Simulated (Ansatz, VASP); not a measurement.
# Cross-check of Te (Tellurium) between VASP and Ansatz

Wanted: the spread between two codes on one cell, functional and k mesh. The cell is taken from a series of runs on this material, whose earlier steps may have relaxed, scaled, displaced or heated it; both programs get it as it stands.

Method: plane waves, with VASP 6.6.1 beside it; relaxation of cell and atoms at LDA, in Ansatz 0.2.0.

### Step 1. Starting point

It takes space group P3_121 (No. 152, trigonal). The conventional cell has a = 4.272 Å, b = 4.272 Å, c = 5.931 Å, α = 90.00°, β = 90.00°, γ = 120.00°. Te has 2 Te at 2.90 Å nearest.

### Step 2. Ansatz: relaxation of cell and atoms, LDA

Ansatz runs on norm-conserving files, of PseudoDojo where its log says so.

The relaxed volume is the usual yardstick between codes: in a stiff, nearly cubic crystal its relative difference is about their pressure difference at one cell divided by the bulk modulus.

Input file input.yaml:

```yaml
crystal:
  lattice:
    - [4.2721883584, 0.0, 0.0]
    - [-2.1360941792, 3.6998236482, 0.0]
    - [0.0, 0.0, 5.930725995]
  atoms:
    - { symbol: Te, position: [0.2865424888, 0.0, 0.3333333333] }
    - { symbol: Te, position: [0.0, 0.2865424888, 0.6666666667] }
    - { symbol: Te, position: [0.7134575112, 0.7134575112, 0.0] }
kpoints:
  mp_grid: { grid: [9, 9, 6] }
hamiltonian:
  xc: lda
  pseudopotentials: { kind: nc, accuracy: standard }
scf:
  occupations: { method: gaussian, width: 0.1 }
output:
  forces: true
  stress: true
  eigenvalues: true
relax:
  adjacent_minimum: "off"
  f_tol: 0.003
  max_steps: 80
  cell: { stress_tol: 0.03 }
```

The run is started by

```bash
$ ansatz run input.yaml --threads 4 --pin off --max-ram 16384MiB --backend cpu --events-out ev --progress --plain --runs-dir out
```

Numbers of over 12 decimals in the logs are rounded to 6 here.

Output:

```text
Engine: ansatz 0.2.0, aarch64-unknown-linux-gnu
Pseudopotentials: kind: nc
Pseudopotential: Te, nc, valence charge 16, recommended cutoff 1120 eV (normal), Te.nc.azcp (PseudoDojo's, or run here from an input of PseudoDojo's; its table is named by hamiltonian.pseudopotentials.accuracy)
Functional definition: SPW92
  exchange = slater_x
  correlation = pw_c
Crystal: 3 atoms, lattice volume = 93.743 Å³
Basis set: ecut = 1120 eV, 7983 PW (Γ)
Bands: 29, of which v1, the nominal top of the filled ones, is band 24 counted from 1 (23 counted from 0)
Symmetry: 6 space group operations
Space group: P3121 (ITA 152), of the structure as read, at distance tolerance 4.5e-5 Å
k-points: 62 of 486 (time reversal used)
Non-local potential: Te, projectors of the file, l = 0: 3, l = 1: 2, l = 2: 2, l = 3: 2
Initial density: superposition of atomic densities (chi_scale 0.1, normalization cell)
Initial wavefunctions: pseudopotential atomic-orbital guess
Functional: x = slater, c = lda
SCF iter   1: F=—  HF=-8535.705567 eV  |F-HF|=—  |Δ(HF+E_count)|=         —  Δρ=1.44e-2  dr2=1.42e-1  ethr=3.10e-3  ⟨swp⟩=6.9  Hψ=7902  notcnv=0
preconditioner: auto → Resta (q_TF=auto, 2.440 Å⁻¹)  ε∞=4.4  [insulator: Δε(μ)=0.192 eV  Ē_g=8.800 eV  σ=0.100 eV  W_gap=0.50  n_scr=22 (ndim 8)  ℏωp=16.3 eV  f_vac=0.001  D(μ)=0.12/eV (n_scr^D=0)  ε∞_Penn≈4.4]
SCF iter   2: F=—  HF=-8535.685113 eV  |F-HF|=—  |Δ(HF+E_count)|=   2.05e-2  Δρ=8.04e-3  dr2=4.28e-2  ethr=2.96e-4  ⟨swp⟩=1.3  Hψ=2385  notcnv=0
SCF iter   3: F=—  HF=-8535.677903 eV  |F-HF|=—  |Δ(HF+E_count)|=   7.21e-3  Δρ=1.23e-3  dr2=9.18e-4  ethr=8.92e-5  ⟨swp⟩=2.1  Hψ=2525  notcnv=0
SCF iter   4: F=—  HF=-8535.677851 eV  |F-HF|=—  |Δ(HF+E_count)|=   5.20e-5  Δρ=3.15e-4  dr2=8.92e-5  ethr=1.91e-6  ⟨swp⟩=2.1  Hψ=2656  notcnv=0
SCF iter   5: F=—  HF=-8535.678001 eV  |F-HF|=—  |Δ(HF+E_count)|=   1.50e-4  Δρ=7.60e-5  dr2=4.49e-6  ethr=1.86e-7  ⟨swp⟩=3.0  Hψ=3373  notcnv=0
SCF iter   6: F=—  HF=-8535.678002 eV  |F-HF|=—  |Δ(HF+E_count)|=   5.29e-7  Δρ=2.02e-5  dr2=2.63e-7  ethr=9.36e-9  ⟨swp⟩=2.2  Hψ=2671  notcnv=0
SCF iter   7: F=-8535.678002 eV  HF=-8535.678002 eV  |F-HF|=8.69e-10  |Δ(HF+E_count)|=   1.87e-8  Δρ=3.75e-6  dr2=7.91e-9  ethr=2.08e-10  ⟨swp⟩=10.1  Hψ=8723  notcnv=0
SCF 1 converged in 7 iterations: F = -8535.678002 eV  dr2 = 7.91e-9
relax step   1: F+E_penalty+E_count = -8535.67800168 eV  Δ(F+E_penalty+E_count) = +0.000e0 eV  max|allowed force component| = 4.234e-3 eV/Å  Δτ_max = 0.0000 Å  P = +0.005 GPa  Ω = 93.743 Å³  (7 SCF iters, dr2 threshold 1.00e-7 eV, accepted)
[...]
relax step   2: F+E_penalty+E_count = -8535.67800922 eV  Δ(F+E_penalty+E_count) = -7.546e-6 eV  max|allowed force component| = 4.068e-4 eV/Å  Δτ_max = 0.0009 Å  P = -0.007 GPa  Ω = 93.752 Å³  energy of the carried Pulay correction = -1.392e-6 eV  (4 SCF iters, dr2 threshold 1.12e-9 eV, accepted)
[...]
relax step   3: F+E_penalty+E_count = -8535.67800852 eV  Δ(F+E_penalty+E_count) = +7.023e-7 eV  max|allowed force component| = 4.120e-4 eV/Å  Δτ_max = 0.0000 Å  P = -0.007 GPa  Ω = 93.752 Å³  stress off target by 9.38e-3 GPa  SCF on the basis re-selected at this cell (its energy is not comparable with the rows above)  (5 SCF iters)
basis re-selected at this cell: Δ(F+E_penalty+E_count) = +7.023e-7 eV, ΔP = -0.000 GPa vs the last step (what re-selecting the basis moved, of the pressure what is left beyond the Pulay correction that the steps carried, after the strain that the cell walked since its last selection, with what the two solves' SCF thresholds leave and, on support functions, any second-order correction that the steps lacked; it is no m [...]
SCF converged after 5 iterations
Free energy (F): -8535.678009 eV
Harris-Foulkes:  -8535.678009 eV  (|F-HF|=0.00e0)
Internal energy: -8535.677337 eV  (E = F + TS)
E sigma→0 (E₀):  -8535.677673 eV
Entropy (-TS):   -0.000672 eV (-0.224 meV/atom)
Fermi energy:    10.109825 eV
--- Per-component energies (eV) ---
  E_band       = -740.910107
  E_kinetic    = 4636.326091
  E_local      = -5955.879775  (includes V_loc(G=0)·N_el)
  E_nonlocal   = -2358.740871
  E_hartree    = 2082.151405
  E_xc         = -1975.187524
  E_vxc        = -1226.918322  (∫ρ·V_xc dr)
  E_ewald      = -4964.346663
  E_smearing   = -0.000672  (= −TS)
  E_closure    = -0.000000  (closes the sum)
  Σ components = -8535.678009   (vs F -8535.678009, Δ=0.00e0)
--- Forces (eV/Å), atoms counted from 1 ---
  atom   1  Te     0.00041198     0.00000000    -0.00000000
  atom   2  Te    -0.00020599     0.00035678     0.00000000
  atom   3  Te    -0.00020599    -0.00035678    -0.00000000
  max |Σ_I F_I| component: 1.02e-16 eV/Å
--- Stress (GPa, compression-positive) ---
       -0.005659       0.000000       0.000000
        0.000000      -0.005659      -0.000000
        0.000000      -0.000000      -0.009382
  P = ⅓ Tr σ = -0.0069 GPa (-0.069 kbar)
--- Band table (eV; the first three rows and the last of 62) ---
  k-point 0: bands = [... 20 lower, 7.4759, 8.2567, 8.2567, 8.8757, 11.0828, 11.0828, 11.7750, 14.9267, ... 1 higher]
  k-point 1: bands = [... 20 lower, 7.5909, 8.3790, 8.5603, 8.9310, 10.8439, 10.8844, 11.4800, 14.3142, ... 1 higher]
  k-point 2: bands = [... 20 lower, 7.5003, 8.6546, 9.0269, 9.0889, 10.4219, 10.4903, 10.8662, 13.8732, ... 1 higher]
  k-point 61: bands = [... 20 lower, 4.5129, 9.2140, 10.0626, 10.0894, 10.0894, 10.9446, 10.9446, 16.1541, ... 1 higher]
--- Relaxed structure (2 steps of the walk, 2 accepted, 1 SCFs on fresh bases) ---
  F+E_penalty+E_count = -8535.67800852 eV   max|allowed force component| = 4.120e-4 eV/Å   (the final SCF, on the basis selected at the relaxed cell)
  cell:  # Å, volume = 93.7521 Å³
    - [4.273184, 0.0, 0]
    - [-2.136592, 3.700686, 0]
    - [0, 0, 5.928532]
  atoms:
    - { symbol: Te, position: [0.286748, 0, 0.333333] }
    - { symbol: Te, position: [-5.5508446500129376e-17, 0.286748, 0.666667] }
    - { symbol: Te, position: [0.713252, 0.713252, 0] }
```

The column dr2 measures how far the density is from self-consistency, as an energy; F and HF (Harris–Foulkes) agree once it is small.

### Step 3. VASP: relaxation of cell and atoms, LDA

The same cell, functional (in two slightly different forms), mesh and smearing now go to VASP, with its own data sets.

Lines of VASP's logs that name or quote its potential files are left out, and so is its time.

Input file INCAR:

```
SYSTEM = Te
PREC = Accurate
ENCUT = 500
EDIFF = 1E-07
NELM = 120
ISMEAR = 0
SIGMA = 0.1
LREAL = .FALSE.
ALGO = Normal
GGA = CA
NBANDS = 15
LORBIT = 11
LWAVE = .FALSE.
LCHARG = .FALSE.
ISIF = 3
IBRION = 2
NSW = 80
EDIFFG = -0.005
LASPH = .TRUE.
GGA_COMPAT = .FALSE.
NELMIN = 4
```

Input file POSCAR:

```
Te
1.0
    4.2721880000      0.0000000000      0.0000000000
   -2.1360940000      3.6998240000      0.0000000000
    0.0000000000      0.0000000000      5.9307260000
Te
3
Direct
    0.2865423994      0.0000000000      0.3333333895
    0.9999999578      0.2865425491      0.6666666105
    0.7134574088      0.7134574509      0.0000000000
```

Input file KPOINTS:

```
Automatic mesh
0
Gamma
9 9 6
0 0 0
```

Potentials, in the order of the species: Te (LDA family, release 64).

The run is started by

```bash
$ mpirun -np 1 vasp_std
```

Output:

```text
[banner, memory and clock lines left out]
running    1 mpi-ranks, on    1 nodes
 distrk:  each k-point on    1 cores,    1 groups
 distr:  one band on    1 cores,    1 groups

 POSCAR found type information on POSCAR Te
 POSCAR found :  1 types and       3 ions
 LDA part: xc-table for (Slater(with rela. corr.)+CA(PZ))
 , standard interpolation
 POSCAR, INCAR and KPOINTS ok, starting setup
 FFT: planning ... GRIDC
 FFT: planning ... GRID_SOFT
 FFT: planning ... GRID
 WAVECAR not read
 entering main loop
       N       E                     dE             d eps       ncg     rms          rms(c)
DAV:   1     0.723123182476E+02    0.72312E+02   -0.64460E+03  1860   0.940E+02
DAV:   2    -0.660347327149E+01   -0.78916E+02   -0.75340E+02  2506   0.141E+02
DAV:   3    -0.113615749248E+02   -0.47581E+01   -0.47337E+01  2175   0.397E+01
DAV:   4    -0.114446490926E+02   -0.83074E-01   -0.83060E-01  2781   0.617E+00
DAV:   5    -0.114456933959E+02   -0.10443E-02   -0.10443E-02  2343   0.592E-01    0.136E+01
DAV:   6    -0.114213934874E+02    0.24300E-01   -0.12442E-02  2378   0.655E-01    0.843E+00
DAV:   7    -0.114121618069E+02    0.92317E-02   -0.25580E-02  2126   0.904E-01    0.259E-01
DAV:   8    -0.114117108711E+02    0.45094E-03   -0.40797E-03  2140   0.374E-01    0.132E-01
DAV:   9    -0.114117217361E+02   -0.10865E-04   -0.12000E-04  2577   0.762E-02    0.743E-02
DAV:  10    -0.114117180230E+02    0.37131E-05   -0.10929E-05  2337   0.204E-02    0.826E-03
DAV:  11    -0.114117175696E+02    0.45332E-06   -0.20320E-06  2301   0.873E-03    0.315E-03
DAV:  12    -0.114117175904E+02   -0.20720E-07   -0.31406E-07  2161   0.329E-03
   1 F= -.11411718E+02 E0= -.11411387E+02  d E =-.114117E+02
[...]
2 F= -.11411809E+02 E0= -.11411479E+02  d E =-.912443E-04
[...]
3 F= -.11411935E+02 E0= -.11411605E+02  d E =-.217706E-03
[...]
4 F= -.11411946E+02 E0= -.11411615E+02  d E =-.111349E-04
 ZBRENT: can't locate minimum, use default step
 trial-energy change:   -0.000011  1 .order   -0.000011   -0.000012   -0.000010
 step:   3.6534(harm=  6.0269)  dis= 0.00164  next Energy=   -11.411974 (dE=-0.391E-04)
 bond charge predicted
       N       E                     dE             d eps       ncg     rms          rms(c)
DAV:   1    -0.114119675063E+02   -0.21003E-04   -0.20652E-03  1881   0.242E-01    0.236E-02
DAV:   2    -0.114119714598E+02   -0.39535E-05   -0.92519E-05  2378   0.572E-02    0.109E-02
DAV:   3    -0.114119696477E+02    0.18121E-05   -0.26458E-06  2231   0.961E-03    0.578E-03
DAV:   4    -0.114119689830E+02    0.66474E-06   -0.13989E-06  2266   0.532E-03    0.664E-03
DAV:   5    -0.114119689812E+02    0.17146E-08   -0.43641E-08  1308   0.140E-03
   5 F= -.11411969E+02 E0= -.11411633E+02  d E =-.336852E-04
 curvature:  -2.41 expect dE=-0.577E-05 dE for cont linesearch -0.472E-05
 trial: gam=-0.21216 g(F)=  0.187E-05 g(S)=  0.526E-06 ort = 0.509E-05 (trialstep = 0.146E+01)
 search vector abs. value=  0.830E-06
 reached required accuracy - stopping structural energy minimisation
```

OUTCAR, selected parts (step 3):

```text
ion  position               nearest neighbor table
   1  0.287  0.000  0.333-   2 2.90   3 2.90   2 3.31   2 3.31   3 3.31   3 3.31
   2  1.000  0.287  0.667-   1 2.90   3 2.90   1 3.31   1 3.31   3 3.31   3 3.31
   3  0.713  0.713  0.000-   1 2.90   2 2.90   2 3.31   2 3.31   1 3.31   1 3.31

  LATTYP: Found a hexagonal cell.
 ALAT       =     4.2721880000
 C/A-ratio  =     1.3882174661

 Subroutine GETGRP returns: Found  6 space group operations
 (whereof  2 operations were pure point group operations)

The static configuration has the point symmetry C_2 .
 The point group associated with its full space group is D_3 .

 Found     62 irreducible k-points:

   k-points           NKPTS =     62   k-points in BZ     NKDIM =     62   number of bands    NBANDS=     15

   dimension x,y,z NGX =    32 NGY =   32 NGZ =   48
   dimension x,y,z NGXF=    64 NGYF=   64 NGZF=   96

   ENCUT  =  500.0 eV  36.75 Ry    6.06 a.u.   7.79  7.79 10.81*2*pi/ulx,y,z

   NELECT =      18.0000    total number of electrons

 k-points in reciprocal lattice and weights: Automatic mesh
   0.00000000  0.00000000  0.00000000       0.002
   0.11111111  0.00000000  0.00000000       0.012
   0.22222222  0.00000000  0.00000000       0.012
   0.33333333  0.00000000  0.00000000       0.012
   0.44444444  0.00000000  0.00000000       0.012
   0.11111111  0.11111111  0.00000000       0.012
   0.22222222  0.11111111  0.00000000       0.025
   0.33333333  0.11111111  0.00000000       0.025
   0.44444444  0.11111111  0.00000000       0.012
[...]
0.33333333  0.22222222  0.50000000       0.025
   0.33333333  0.33333333  0.50000000       0.004

 average (electrostatic) potential at core
       1 -88.9491       2 -88.9491       3 -88.9491

 E-fermi :   6.8930

 k-point     1 :       0.0000    0.0000    0.0000
  band No.  band energies     occupation
    ...
      5       4.2716      2.00000
      6       4.2716      2.00000
      7       5.0434      2.00000
      8       5.0434      2.00000
      9       5.6574      2.00000
     10       7.8601      0.00000
     11       7.8601      0.00000
     12       8.5550      0.00000
     13      11.6323      0.00000
     14      11.6323      0.00000
    ...

 k-point     2 :       0.1111    0.0000    0.0000
  band No.  band energies     occupation
    ...
      5       3.6491      2.00000
      6       3.8948      2.00000
      7       5.5023      2.00000
      8       5.6820      2.00000
      9       6.2781      2.00000
     10       7.3903      0.00000
     11       7.7339      0.00000
     12       8.3070      0.00000
     13      11.2513      0.00000
     14      11.6086      0.00000
    ...

 k-point     3 :       0.2222    0.0000    0.0000
  band No.  band energies     occupation
    ...
      5       2.8825      2.00000
      6       3.3845      2.00000
      7       5.5187      2.00000
      8       5.9417      2.00000
      9       6.0971      2.00000
     10       7.5070      0.00000
     11       7.8083      0.00000
     12       8.3917      0.00000
     13      10.3451      0.00000
     14      11.9604      0.00000
    ...

  Total       -0.0039681     -0.0039681     -0.0011053     -0.0000000     -0.0000000      0.0000000
  in kB       -0.0676361     -0.0676361     -0.0188399     -0.0000000     -0.0000000      0.0000000
  external PRESSURE =      -0.0513707 kB  Pullay stress =       0.0000000 kB

  energy-cutoff  :      500.00
  volume of cell :       94.00
      direct lattice vectors                 reciprocal lattice vectors
     4.275859128 -0.000000000 -0.000000000     0.233871129  0.135025535 -0.000000000
    -2.137929564  3.703003292  0.000000000     0.000000000  0.270051070 -0.000000000
     0.000000000 -0.000000000  5.936632232     0.000000000 -0.000000000  0.168445671

 POSITION                                       TOTAL-FORCE (eV/Angst)
 -----------------------------------------------------------------------------------
      1.22750     -0.00000      1.97888         0.003593     -0.000000     -0.000000
      3.66211      1.06305      3.95775        -0.001796      0.003111      0.000000
      1.52418      2.63996      0.00000        -0.001796     -0.003111     -0.000000
 -----------------------------------------------------------------------------------
    total drift:                                0.000278      0.000067     -0.000004

  FREE ENERGIE OF THE ION-ELECTRON SYSTEM (eV)
  ---------------------------------------------------
  free  energy   TOTEN  =       -11.4119689812 eV

  energy  without entropy=      -11.4112961899  energy(sigma->0) =      -11.41163259

 reached required accuracy - stopping structural energy minimisation

 total charge
# of ion       s       p       d       tot
------------------------------------------
    1        1.446   1.816   0.051   3.313
    2        1.446   1.816   0.051   3.313
    3        1.446   1.816   0.051   3.313
--------------------------------------------------
tot          4.337   5.447   0.154   9.938

[... 3 further parts left out ...]
```

CONTCAR:

```
Te
   1.00000000000000
     4.2758591277216329   -0.0000000000000000   -0.0000000000000000
    -2.1379295638608165    3.7030032915742148    0.0000000000000000
     0.0000000000000000   -0.0000000000000000    5.9366322323097380
  Te
     3
Direct
     0.2870768426010478    0.0000000000000000    0.3333333894999981
     0.9999999578000313    0.2870769923011102    0.6666666105000019
     0.7129229655989158    0.7129230076988898    0.0000000000000000
```

The k-mesh is coarse for a metal.

### Step 4. Side by side

Known differences besides the potentials themselves: the two LDA forms differ slightly; the data sets hold 48 valence electrons in Ansatz (on norm-conserving files, of PseudoDojo where its log says so) and 18 in VASP; the cutoff is 1120 eV in Ansatz and 500 eV in VASP; VASP's log shows a relativistic correction to its local exchange, Ansatz's none; Ansatz adds a Pulay correction to the stress that steers its cell, VASP none. Total energies have different zeros and are not compared.

Compared:

```csv
quantity,Ansatz,VASP,difference
volume (Å³),93.75,94.00,-0.26 %
"edge a after relaxation, in the typed setting (Å)",4.273,4.276,-0.06 %
"edge c after relaxation, in the typed setting (Å)",5.928,5.937,-0.14 %
```

### Step 5. Summary of results

```json
{"difference in volume (relaxation of cell and atoms, LDA)": "-0.26 %"}
```

The difference in volume is -0.26 % (relaxation of cell and atoms, LDA), within the 1.2 % picked in this series as the mark of a large difference, as far as the stopping tolerances let one tell. The data sets hold unlike numbers of valence electrons (48 in Ansatz and 18 in VASP), so part of the differences comes from the potentials. How closely two codes agree says nothing of how well the functional describes the real material.

[Lines on the potential files, build, host, timing and source positions are cut from VASP's logs without a mark.]

[Logs are printed without paths, hosts, clocks, repeated set-up lines and the standing remarks that a program may print on its own settings, such as how far it seeks lower states.]

[Hosts, paths, dates, database ids (printed as entryN), source tags and the programs' standing remarks are cut or masked in the printed files.]
